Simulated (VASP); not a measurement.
# BaBe (P-6m2) in VASP: single point with PBEsol

Aim: the single point of BaBe with PBEsol.

Program: VASP 6.6.1. These are calculated values, not measurements. Logs are shortened: lines on timing, memory, paths and dates and some standing lists are left out, and cuts for length are marked.

## 1. The structure

Symmetry: P-6m2, No. 187, hexagonal system. Conventional cell: a = 4.420 Å, b = 4.420 Å, c = 4.049 Å, α = 90.00°, β = 90.00°, γ = 120.00°. Ba (site symmetry -6m2) is surrounded by 6 Be at 3.26 Å. Be (site symmetry -6m2) is surrounded by 6 Ba at 3.26 Å.

The cell comes from a database or a generator and needn't be the stable form of this composition.

## 2. Single point, PBEsol

Contents of INCAR:

```
SYSTEM = BaBe
ALGO = Normal ; EDIFF = 1E-7
ENCUT = 520 ; GGA = PS
ISIF = 2 ; ISMEAR = -1
LASPH = .TRUE. ; LCHARG = .FALSE.
LREAL = .FALSE. ; LWAVE = .FALSE.
NBANDS = 13 ; NELM = 100
PREC = Accurate ; SIGMA = 0.15
```

Contents of KPOINTS:

```
k-points
0
G
  12 12 12
  0 0 0
```

Contents of POSCAR:

```
BaBe
1.0
    4.4200614744      0.0000000000      0.0000000000
   -2.2100307372      3.8278855231      0.0000000000
    0.0000000000      0.0000000000      4.0492380235
Ba Be
1 1
Direct
    0.3333333333      0.6666666667      0.0000000000
    0.6666666667      0.3333333333      0.5000000000
```

Potentials or basis: VASP PAW PBE potentials, release 64 (Ba_sv, Be).

The run is started by

```console
> cat potpaw_PBE.64/Ba_sv/POTCAR potpaw_PBE.64/Be/POTCAR > POTCAR
> mpirun -np 1 vasp_std > vasp.out
```

OUTCAR:

```text
SYSTEM = BaBe
   EDIFF = 1E-7
   ENCUT = 520
   GGA = PS
   ISIF = 2
   ISMEAR = -1
   LASPH = .TRUE.
   LREAL = .FALSE.
   NELM = 100
   PREC = Accurate

 ion  position               nearest neighbor table
   1  0.333  0.667  0.000-   2 3.26   2 3.26   2 3.26   2 3.26   2 3.26   2 3.26
   2  0.667  0.333  0.500-   1 3.26   1 3.26   1 3.26   1 3.26   1 3.26   1 3.26

  LATTYP: Found a hexagonal cell.
 ALAT       =     4.4200614744
 C/A-ratio  =     0.9161044585

  Lattice vectors:

 A1 = (   4.4200614744,   0.0000000000,   0.0000000000)
 A2 = (  -2.2100307372,   3.8278855231,   0.0000000000)
 A3 = (   0.0000000000,   0.0000000000,   4.0492380235)

Analysis of symmetry for initial positions (statically):
=====================================================================
 Subroutine PRICEL returns:
 Original cell was already a primitive cell.

 Routine SETGRP: Setting up the symmetry group for a
 hexagonal supercell.

 Subroutine GETGRP returns: Found 12 space group operations
 (whereof 12 operations were pure point group operations)
 out of a pool of 24 trial point group operations.

The static configuration has the point symmetry D_3h.

Analysis of symmetry for dynamics (positions and initial velocities):
=====================================================================
 Subroutine PRICEL returns:
 Original cell was already a primitive cell.

 Routine SETGRP: Setting up the symmetry group for a
 hexagonal supercell.

 Subroutine GETGRP returns: Found 12 space group operations
 (whereof 12 operations were pure point group operations)
 out of a pool of 24 trial point group operations.

The dynamic configuration has the point symmetry D_3h.

 Subroutine INISYM returns: Found 12 space group operations
 (whereof 12 operations are pure point group operations),
 and found     1 'primitive' translations

----------------------------------------------------------------------------------------

                                     Primitive cell

  volume of cell :      68.5110

  direct lattice vectors                    reciprocal lattice vectors
     4.420061474  0.000000000  0.000000000     0.226241197  0.130620416  0.000000000
    -2.210030737  3.827885523  0.000000000     0.000000000  0.261240832  0.000000000
     0.000000000  0.000000000  4.049238024     0.000000000  0.000000000  0.246960044

  length of vectors
     4.420061474  4.420061474  4.049238024     0.261240832  0.261240832  0.246960044

  position of ions in fractional coordinates (direct lattice)
     0.333333333  0.666666667  0.000000000
     0.666666667  0.333333333  0.500000000

  ion indices of the primitive-cell ions
   primitive index   ion index
                 1           1
                 2           2

----------------------------------------------------------------------------------------

 KPOINTS: k-points

Automatic generation of k-mesh.
 Grid dimensions read from file:
 generate k-points for:   12   12   12

 Generating k-lattice:

  Cartesian coordinates                     Fractional coordinates (reciprocal lattice)
     0.018853433  0.010885035  0.000000000     0.083333333  0.000000000  0.000000000
     0.000000000  0.021770069  0.000000000     0.000000000  0.083333333  0.000000000
     0.000000000  0.000000000  0.020580004     0.000000000  0.000000000  0.083333333

  Length of vectors
     0.021770069  0.021770069  0.020580004

  Shift w.r.t. Gamma in fractional coordinates (k-lattice)
     0.000000000  0.000000000  0.000000000

 Subroutine IBZKPT returns following result:
 ===========================================

 Found    133 irreducible k-points:

 Following reciprocal coordinates:
            Coordinates               Weight
  0.000000  0.000000  0.000000      1.000000
  0.083333 -0.000000  0.000000      6.000000
  0.166667  0.000000  0.000000      6.000000
  0.250000  0.000000  0.000000      6.000000
  0.333333  0.000000  0.000000      6.000000
  0.416667 -0.000000  0.000000      6.000000
[... 16 lines left out ...]
  0.250000  0.000000  0.083333     12.000000
  0.333333  0.000000  0.083333     12.000000
 [... further k-points ...]
   k-points           NKPTS =    133   k-points in BZ     NKDIM =    133   number of bands    NBANDS=     13
   number of dos      NEDOS =    301   number of ions     NIONS =      2
   total plane-waves  NPLWV =  38880
   dimension x,y,z NGX =    36 NGY =   36 NGZ =   30
   dimension x,y,z NGXF=    72 NGYF=   72 NGZF=   60
   ions per type =               1   1
   NGX,Y,Z   is equivalent  to a cutoff of  13.54, 13.54, 12.32 a.u.
   NGXF,Y,Z  is equivalent  to a cutoff of  27.08, 27.08, 24.63 a.u.
 SYSTEM =  BaBe
   PREC   = accura    normal or accurate (medium, high low for compatibility)
   ISTART =      0    job   : 0-new  1-cont  2-samecut
   ICHARG =      2    charge: 1-file 2-atom 10-const
   ISPIN  =      1    spin polarized calculation?
   LNONCOLLINEAR =      F non collinear calculations
   LSORBIT =      F    spin-orbit coupling
   LASPH  =      T    aspherical Exc in radial PAW
   ENCUT  =  520.0 eV  38.22 Ry    6.18 a.u.   8.22  8.22  7.53*2*pi/ulx,y,z
   NELM   =    100;   NELMIN=  2; NELMDL= -5     # of ELM steps
   EDIFF  = 0.1E-06   stopping-criterion for ELM
   LREAL  =      F    real-space projection
   EDIFFG = 0.1E-05   stopping-criterion for IOM
   NSW    =      0    number of steps for IOM
   IBRION =     -1    ionic relax: 0-MD 1-quasi-New 2-CG
   NFREE  =      0    steps in history (QN), initial steepest desc. (CG)
   ISIF   =      2    stress and relaxation
   ISYM   =      2    0-nonsym 1-usesym 2-fastsym
   POTIM  = 0.5000    time-step for ionic-motion
   TEBEG  =    0.0;   TEEND  =   0.0 temperature during run
   PSTRESS=    0.0 pullay stress
   NELECT =      12.0000    total number of electrons
   NUPDOWN=      -1.0000    fix difference up-down
   EMIN   =  10.00;   EMAX   =-10.00  energy-range for DOS
   EFERMI =   0.00;   METHOD = LEGACY
   ISMEAR =    -1;   SIGMA  =   0.15  broadening in eV -4-tet -1-fermi 0-gaus
   EFERMI_NEDOS =   21; number of points for ismear=-14 and -15
   IALGO  =     38    algorithm
   IMIX   =      4    mixing-type and parameters
     AMIX     =   0.40;   BMIX     =  1.00
     AMIX_MAG =   1.60;   BMIX_MAG =  1.00
  volume/ion in A,a.u.               =      34.26       231.17
  Fermi-wavevector in a.u.,A,eV,Ry     =   0.915971  1.730934 11.415327  0.839003
  Thomas-Fermi vector in A             =   2.040773
   LORBIT       =      0    0 simple, 1 ext, 2 COOP (PROOUT), +10 PAW based schemes
   GGA     = PS    functional components
   LHFCALC =     F    Hartree Fock is set to
   AEXX    =    0.0000 exact exchange contribution
   IVDW    =     0    specifies the selected vdW correction
   LEPSILON=     F    determine dielectric tensor
   LRPA    =     F    only Hartree local field effects (RPA)
 non-spin polarized calculation
  energy-cutoff  :      520.00
  volume of cell :       68.51
 maximum number of plane-waves:      1872
 NGX is ok and might be reduce to    36
   NGX = 17   NGY = 17   NGZ = 15

 number of electron      12.0000000 magnetization

 Free energy of the ion-electron system (eV)
  ---------------------------------------------------
  ext. energy  EPLUGINS =         0.00000000
  ---------------------------------------------------
  free energy    TOTEN  =        -4.54869988 eV

  energy without entropy =       -4.43370564  energy(sigma->0) =       -4.49120276

 E-fermi :   1.7883     XC(G=0):  -8.1744

 val. band max:        1.7865031341   @ k =   0.3333   0.2500   0.4167
 cond. band min:       1.7900277453   @ k =   0.3333   0.3333   0.0000
 fundamental gap:      0.0035246112
 Fermi energy:         1.7883036038

 k-point     1 :       0.0000    0.0000    0.0000
  band No.  band energies     occupation
      1     -26.1819      2.00000
      2     -11.2022      2.00000
      3     -11.2022      2.00000
      4     -11.1869      2.00000
      5      -2.5071      2.00000
      6       2.4000      0.03332
      7       2.6835      0.00510
      8       2.6835      0.00510
      9       4.8232      0.00000
     10       6.6355      0.00000
     11       6.8784      0.00000
     12       6.8784      0.00000
     13       7.5600      0.00000

 k-point     2 :       0.0833   -0.0000    0.0000
  band No.  band energies     occupation
      1     -26.1796      2.00000
      2     -11.2366      2.00000
      3     -11.2097      2.00000
      4     -11.1828      2.00000
      5      -2.4137      2.00000
      6       2.3352      0.05088
      7       2.6228      0.00764
      8       2.7604      0.00306
      9       4.6278      0.00000
     10       6.8372      0.00000
     11       6.8827      0.00000
     12       7.1043      0.00000
     13       7.3968      0.00000

 k-point     3 :       0.1667    0.0000    0.0000
  band No.  band energies     occupation
      1     -26.1733      2.00000
      2     -11.3283      2.00000
      3     -11.2300      2.00000
      4     -11.1717      2.00000
      5      -2.1509      2.00000
      6       1.9846      0.42544
      7       2.7051      0.00442
      8       2.9767      0.00072
      9       4.2263      0.00000
     10       6.7209      0.00000
     11       6.7296      0.00000
     12       7.3106      0.00000
     13       7.5593      0.00000

 k-point     4 :       0.2500    0.0000    0.0000
  band No.  band energies     occupation
      1     -26.1648      2.00000
      2     -11.4490      2.00000
      3     -11.2574      2.00000
      4     -11.1564      2.00000
      5      -1.7671      2.00000
      6       1.5522      1.65665
      7       2.8280      0.00195
      8       3.2871      0.00009
      9       3.8235      0.00000
     10       6.3472      0.00000
     11       6.5930      0.00000
     12       7.1540      0.00000
     13       7.9430      0.00000

 k-point     5 :       0.3333    0.0000    0.0000
  band No.  band energies     occupation
      1     -26.1562      2.00000
      2     -11.5647      2.00000
      3     -11.2846      2.00000
      4     -11.1410      2.00000
      5      -1.3356      2.00000
      6       1.1766      1.96669
      7       2.8236      0.00201
      8       3.5034      0.00002
      9       3.6136      0.00001
     10       6.3311      0.00000
     11       6.4665      0.00000
     12       7.0870      0.00000
     13       8.1213      0.00000
[... 257 lines left out ...]
 k-point    22 :       0.1667    0.0000    0.0833
  band No.  band energies     occupation
      1     -26.1701      2.00000
      2     -11.3233      2.00000
      3     -11.2250      2.00000
      4     -11.2208      2.00000
      5      -2.0633      2.00000
      6       2.0337      0.32607
      7       2.7021      0.00451
      8       2.9985      0.00063
      9       4.0686      0.00000
     10       6.1404      0.00000
     11       6.6042      0.00000
     12       7.7529      0.00000
     13       7.8931      0.00000

 k-point    23 :       0.2500    0.0000    0.0833
  band No.  band energies     occupation
      1     -26.1615      2.00000
      2     -11.4429      2.00000
      3     -11.2522      2.00000
      4     -11.2047      2.00000
      5      -1.6905      2.00000
      6       1.5904      1.57807
      7       2.8442      0.00175
      8       3.2700      0.00010
      9       3.6511      0.00001
     10       6.0874      0.00000
     11       6.4978      0.00000
     12       7.7293      0.00000
     13       7.8604      0.00000

 k-point    24 :       0.3333    0.0000    0.0833
  band No.  band energies     occupation
      1     -26.1529      2.00000
      2     -11.5577      2.00000
      3     -11.2792      2.00000
      4     -11.1885      2.00000
      5      -1.2735      2.00000
      6       1.1957      1.96224
      7       2.8154      0.00212
      8       3.4397      0.00003
      9       3.5287      0.00002
     10       6.1617      0.00000
     11       6.4996      0.00000
     12       7.5419      0.00000
     13       7.8720      0.00000

 [... further k-points ...]
[... 5 lines left out ...]
  --------------------------------------------------------------------------------------
  -------------------------------------------------------------------------------------
  Total        0.0895122      0.0895122      0.1127346      0.0000000      0.0000000      0.0000000
  in kB        2.0933027      2.0933027      2.6363752      0.0000000      0.0000000      0.0000000
  external PRESSURE =       2.2743269 kB  Pullay stress =       0.0000000 kB

 VOLUME and BASIS-vectors are now :
 -----------------------------------------------------------------------------
  energy-cutoff  :      520.00
  volume of cell :       68.51
      direct lattice vectors                 reciprocal lattice vectors
     4.420061474  0.000000000  0.000000000     0.226241197  0.130620416  0.000000000
    -2.210030737  3.827885523  0.000000000     0.000000000  0.261240832  0.000000000
     0.000000000  0.000000000  4.049238024     0.000000000  0.000000000  0.246960044

 POSITION                                       TOTAL-FORCE (eV/Angst)
 -----------------------------------------------------------------------------------
     -0.00000      2.55192      0.00000        -0.000000      0.000000      0.000000
      2.21003      1.27596      2.02462         0.000000     -0.000000      0.000000
 -----------------------------------------------------------------------------------
    total drift:                                0.000000     -0.000000     -0.000000

  FREE ENERGIE OF THE ION-ELECTRON SYSTEM (eV)
  ---------------------------------------------------
  free  energy   TOTEN  =        -4.5486998795 eV

  energy  without entropy=       -4.4337056387  energy(sigma->0) =       -4.49120276
```

It took 73 s on 1 thread of Intel Xeon Platinum 8488C (Sapphire Rapids), shared host; peak memory 0.28 GiB.

Results:

```
Free energy            : -4.5487 eV
Pressure               : 0.2 GPa
Band gap on the k mesh : none (metal or under the smearing width)
```

Caveat: the PAW data sets were made with another functional, which shifts forces and pressure a little. The run has no spin-orbit coupling, so splittings on Ba are missing.
